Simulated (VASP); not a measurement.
Method: PBEsol GGA, VASP's PBE PAW potentials (set 64) (plane waves; VASP).

VASP input:

File POSCAR:
```
SnO
1
    3.1864077489     0.0000000002     0.0000000000
   -1.5932038742     2.7595102372    -0.0000000000
   -0.0000000000     0.0000000000     7.2887858115
Sn O
2 2
Direct
  0.3333330000   0.6666670000   0.0230448500
  0.6666670000   0.3333330000   0.5230448500
  0.3333330000   0.6666670000   0.3519551500
  0.6666670000   0.3333330000   0.8519551500
```

**KPOINTS**
```
K-points
0
G
  11 11 4
```

**INCAR**
```
# general
SYSTEM  = SnO
PREC    = Accurate
ENCUT   = 620
LREAL   = .FALSE.
LASPH   = .TRUE.

# electronic loop
EDIFF   = 1E-6
NELM    = 100
ALGO    = Normal
LMAXMIX = 4

# smearing
ISMEAR  = 1
SIGMA   = 0.1

# functional
GGA     = PS

# ions
IBRION  = 2
NSW     = 40
ISIF    = 3
EDIFFG  = -0.02
PSTRESS = 100

# output
LWAVE   = .FALSE.
LCHARG  = .FALSE.
```

POTCAR, in this order: Sn_d O (PBE.64 set). Program: vasp_std.

What VASP printed:

**OSZICAR**
```
...
DAV:   2     0.357561006458E+02   -0.40249E+03   -0.39402E+03  2488   0.633E+02
DAV:   3    -0.233625816886E+02   -0.59119E+02   -0.58445E+02  2856   0.207E+02
DAV:   4    -0.255734690605E+02   -0.22109E+01   -0.22091E+01  2592   0.443E+01
DAV:   5    -0.256360739567E+02   -0.62605E-01   -0.62597E-01  3000   0.755E+00    0.106E+01
DAV:   6    -0.227666950532E+02    0.28694E+01   -0.22603E+01  3760   0.539E+01    0.560E+00
DAV:   7    -0.225950773980E+02    0.17162E+00   -0.22965E+00  2688   0.106E+01    0.228E+00
DAV:   8    -0.225759004337E+02    0.19177E-01   -0.38590E-01  2680   0.401E+00    0.748E-01
DAV:   9    -0.225649321610E+02    0.10968E-01   -0.52737E-02  3928   0.239E+00    0.186E-01
DAV:  10    -0.225656780129E+02   -0.74585E-03   -0.71366E-03  3088   0.823E-01    0.122E-01
DAV:  11    -0.225654433210E+02    0.23469E-03   -0.13144E-03  3520   0.313E-01    0.215E-02
DAV:  12    -0.225654569444E+02   -0.13623E-04   -0.17186E-04  2576   0.829E-02    0.205E-02
DAV:  13    -0.225654545198E+02    0.24246E-05   -0.92189E-06  2992   0.276E-02    0.859E-03
DAV:  14    -0.225654537552E+02    0.76452E-06   -0.26380E-06  2024   0.133E-02
   1 F= -.18565288E+02 E0= -.18565738E+02  d E =-.185653E+02
       N       E                     dE             d eps       ncg     rms          rms(c)
DAV:   1    -0.245401715352E+02   -0.19747E+01   -0.47588E+01  2736   0.106E+02    0.967E+00
DAV:   2    -0.226526698752E+02    0.18875E+01   -0.66776E+00  3032   0.317E+01    0.323E+00
DAV:   3    -0.223501477558E+02    0.30252E+00   -0.68667E-01  3072   0.217E+01    0.139E+00
DAV:   4    -0.222930612448E+02    0.57087E-01   -0.18102E-01  3064   0.833E+00    0.294E-01
DAV:   5    -0.222903312075E+02    0.27300E-02   -0.38124E-02  3112   0.226E+00    0.153E-01
DAV:   6    -0.222897617244E+02    0.56948E-03   -0.24913E-03  3624   0.618E-01    0.706E-02
DAV:   7    -0.222897252010E+02    0.36523E-04   -0.36267E-04  3872   0.240E-01    0.128E-02
DAV:   8    -0.222897339683E+02   -0.87673E-05   -0.71829E-05  3488   0.678E-02    0.109E-02
DAV:   9    -0.222897316472E+02    0.23210E-05   -0.49505E-06  2680   0.280E-02    0.193E-03
DAV:  10    -0.222897313276E+02    0.31961E-06   -0.80699E-07  1272   0.671E-03
   2 F= -.18583288E+02 E0= -.18583206E+02  d E =-.179993E-01
       N       E                     dE             d eps       ncg     rms          rms(c)
DAV:   1    -0.228483876501E+02   -0.55866E+00   -0.94709E+00  2696   0.550E+01    0.400E+00
DAV:   2    -0.225122576129E+02    0.33613E+00   -0.11804E+00  2992   0.127E+01    0.138E+00
DAV:   3    -0.224541370298E+02    0.58121E-01   -0.12232E-01  2904   0.767E+00    0.590E-01
DAV:   4    -0.224428804716E+02    0.11257E-01   -0.35439E-02  3072   0.361E+00    0.102E-01
DAV:   5    -0.224422859095E+02    0.59456E-03   -0.58673E-03  3328   0.901E-01    0.520E-02
DAV:   6    -0.224420817180E+02    0.20419E-03   -0.30646E-04  3288   0.196E-01    0.312E-02
DAV:   7    -0.224420488088E+02    0.32909E-04   -0.50675E-05  3712   0.991E-02    0.745E-03
DAV:   8    -0.224420492455E+02   -0.43673E-06   -0.13766E-05  3264   0.389E-02    0.325E-03
DAV:   9    -0.224420498181E+02   -0.57253E-06   -0.10621E-06  1480   0.133E-02
   3 F= -.18611140E+02 E0= -.18611236E+02  d E =-.458518E-01
       N       E                     dE             d eps       ncg     rms          rms(c)
DAV:   1    -0.224923148338E+02   -0.50266E-01   -0.75638E+00  2720   0.269E+01    0.189E+00
DAV:   2    -0.224281073588E+02    0.64207E-01   -0.36884E-01  2800   0.610E+00    0.681E-01
DAV:   3    -0.224158217377E+02    0.12286E-01   -0.33360E-02  2920   0.365E+00    0.299E-01
DAV:   4    -0.224134563974E+02    0.23653E-02   -0.96007E-03  3504   0.162E+00    0.752E-02
DAV:   5    -0.224134314247E+02    0.24973E-04   -0.20651E-03  2912   0.535E-01    0.345E-02
DAV:   6    -0.224134106828E+02    0.20742E-04   -0.15457E-04  3560   0.136E-01    0.175E-02
DAV:   7    -0.224134118179E+02   -0.11351E-05   -0.14037E-05  3392   0.381E-02    0.530E-03
DAV:   8    -0.224134112683E+02    0.54955E-06   -0.13592E-06  1432   0.192E-02
   4 F= -.18634724E+02 E0= -.18634855E+02  d E =-.235843E-01
       N       E                     dE             d eps       ncg     rms          rms(c)
DAV:   1    -0.225114747505E+02   -0.98063E-01   -0.14783E+01  2712   0.372E+01    0.270E+00
DAV:   2    -0.223844086942E+02    0.12707E+00   -0.74293E-01  2784   0.853E+00    0.965E-01
DAV:   3    -0.223598505847E+02    0.24558E-01   -0.66558E-02  2984   0.523E+00    0.429E-01
DAV:   4    -0.223549603251E+02    0.48903E-02   -0.19511E-02  3480   0.234E+00    0.109E-01
DAV:   5    -0.223549009714E+02    0.59354E-04   -0.42611E-03  2896   0.765E-01    0.510E-02
DAV:   6    -0.223548531430E+02    0.47828E-04   -0.34146E-04  3528   0.199E-01    0.250E-02
DAV:   7    -0.223548548980E+02   -0.17550E-05   -0.30099E-05  3368   0.543E-02    0.770E-03
DAV:   8    -0.223548540956E+02    0.80244E-06   -0.27806E-06  1896   0.269E-02
   5 F= -.18648674E+02 E0= -.18648865E+02  d E =-.375345E-01
       N       E                     dE             d eps       ncg     rms          rms(c)
DAV:   1    -0.223747675294E+02   -0.19913E-01   -0.29269E+00  2304   0.133E+01    0.858E-01
DAV:   2    -0.223718683589E+02    0.28992E-02   -0.16278E-01  2776   0.449E+00    0.458E-01
DAV:   3    -0.223664213623E+02    0.54470E-02   -0.10984E-02  3304   0.127E+00    0.205E-01
DAV:   4    -0.223656422737E+02    0.77909E-03   -0.30782E-03  3552   0.634E-01    0.562E-02
DAV:   5    -0.223656486156E+02   -0.63419E-05   -0.52743E-04  2656   0.232E-01    0.239E-02
DAV:   6    -0.223656448843E+02    0.37313E-05   -0.41525E-05  2896   0.607E-02    0.119E-02
DAV:   7    -0.223656443957E+02    0.48855E-06   -0.80126E-06  2408   0.242E-02
   6 F= -.18654328E+02 E0= -.18654574E+02  d E =-.565369E-02
       N       E                     dE             d eps       ncg     rms          rms(c)
DAV:   1    -0.223669334728E+02   -0.12886E-02   -0.91555E-02  2304   0.234E+00    0.152E-01
DAV:   2    -0.223668537767E+02    0.79696E-04   -0.52310E-03  2792   0.825E-01    0.813E-02
DAV:   3    -0.223666866939E+02    0.16708E-03   -0.34143E-04  3384   0.223E-01    0.376E-02
DAV:   4    -0.223666588615E+02    0.27832E-04   -0.96809E-05  3528   0.113E-01    0.972E-03
DAV:   5    -0.223666589997E+02   -0.13814E-06   -0.17238E-05  2624   0.416E-02    0.421E-03
DAV:   6    -0.223666588710E+02    0.12866E-06   -0.10492E-06  1248   0.106E-02
   7 F= -.18654461E+02 E0= -.18654711E+02  d E =-.578637E-02
       N       E                     dE             d eps       ncg     rms          rms(c)
DAV:   1    -0.223570647809E+02    0.95942E-02   -0.23236E-01  2888   0.801E+00    0.597E-01
DAV:   2    -0.223499860068E+02    0.70788E-02   -0.25104E-02  3088   0.207E+00    0.231E-01
DAV:   3    -0.223483525228E+02    0.16335E-02   -0.33145E-03  2936   0.132E+00    0.870E-02
DAV:   4    -0.223481560564E+02    0.19647E-03   -0.83705E-04  3568   0.419E-01    0.195E-02
DAV:   5    -0.223481451736E+02    0.10883E-04   -0.13448E-04  3072   0.150E-01    0.754E-03
DAV:   6    -0.223481444830E+02    0.69054E-06   -0.70722E-06  2960   0.407E-02
   8 F= -.18654186E+02 E0= -.18654393E+02  d E =0.274976E-03
       N       E                     dE             d eps       ncg     rms          rms(c)
DAV:   1    -0.223641026479E+02   -0.15957E-01   -0.98396E-02  2896   0.528E+00    0.386E-01
DAV:   2    -0.223611465972E+02    0.29561E-02   -0.10606E-02  3088   0.134E+00    0.150E-01
DAV:   3    -0.223604599950E+02    0.68660E-03   -0.13983E-03  2944   0.844E-01    0.568E-02
DAV:   4    -0.223603695339E+02    0.90461E-04   -0.35868E-04  3576   0.273E-01    0.126E-02
DAV:   5    -0.223603580862E+02    0.11448E-04   -0.55804E-05  3056   0.960E-02    0.490E-03
DAV:   6    -0.223603571496E+02    0.93664E-06   -0.23886E-06  1960   0.257E-02
   9 F= -.18654589E+02 E0= -.18654824E+02  d E =-.127670E-03
```

OUTCAR:
```
------------------------ aborting loop because EDIFF is reached ----------------------------------------
  FORCE on cell =-STRESS in cart. coord.  units (eV):
  Direction    XX          YY          ZZ          XY          YZ          ZX
  --------------------------------------------------------------------------------------
  Total        3.6923510      3.6923517      3.7127726      0.0000000      0.0000000     -0.0000000
  in kB       99.6379260     99.6379454    100.1890029      0.0000000      0.0000000     -0.0000000
  external PRESSURE =      -0.1783753 kB  Pullay stress =     100.0000000 kB
  volume of cell :       59.37
      direct lattice vectors                 reciprocal lattice vectors
     3.099106526  0.000000000  0.000000000     0.322673645  0.186295698 -0.000000000
    -1.549553262  2.683905242  0.000000000    -0.000000000  0.372591396  0.000000000
     0.000000000 -0.000000000  7.138142294    -0.000000000 -0.000000000  0.140092472
 POSITION                                       TOTAL-FORCE (eV/Angst)
 -----------------------------------------------------------------------------------
     -0.00000      1.78927      0.21473        -0.000000     -0.000000     -0.000922
      1.54955      0.89463      3.78380         0.000000      0.000000     -0.000922
     -0.00000      1.78927      2.46207         0.000000      0.000000      0.000922
      1.54955      0.89463      6.03114        -0.000000     -0.000000      0.000922
 -----------------------------------------------------------------------------------
    total drift:                               -0.002226      0.001285      0.000622
  FREE ENERGIE OF THE ION-ELECTRON SYSTEM (eV)
  ---------------------------------------------------
  free  energy   TOTEN  =       -22.3603571496 eV

  energy  without entropy=      -22.3610632764  energy(sigma->0) =      -22.36059253
  enthalpy is  TOTEN    =       -18.6545885101 eV   P V=        3.7057686394

 reached required accuracy - stopping structural energy minimisation
```
(Selected blocks of OUTCAR.)

CONTCAR:
```
SnO
   1.00000000000000
     3.0991065256830943    0.0000000003119828    0.0000000000000000
    -1.5495532624966717    2.6839052416294740    0.0000000000000000
     0.0000000000000000   -0.0000000000000000    7.1381422941001409
  Sn              O
     2     2
Direct
     0.3333330000000032    0.6666669999999968    0.0300822145942947
     0.6666669999999968    0.3333330000000032    0.5300822145942947
     0.3333330000000032    0.6666669999999968    0.3449177854057054
     0.6666669999999968    0.3333330000000032    0.8449177854057053
```

Energy and stress use the plane-wave basis of the starting cell.

The structure was generated: SnO was put into the wurtzite type (P6_3mc), which need not be its known phase. This run relaxes it under an external pressure of 10 GPa. Symmetry was kept, so distortions that lower it aren't found.
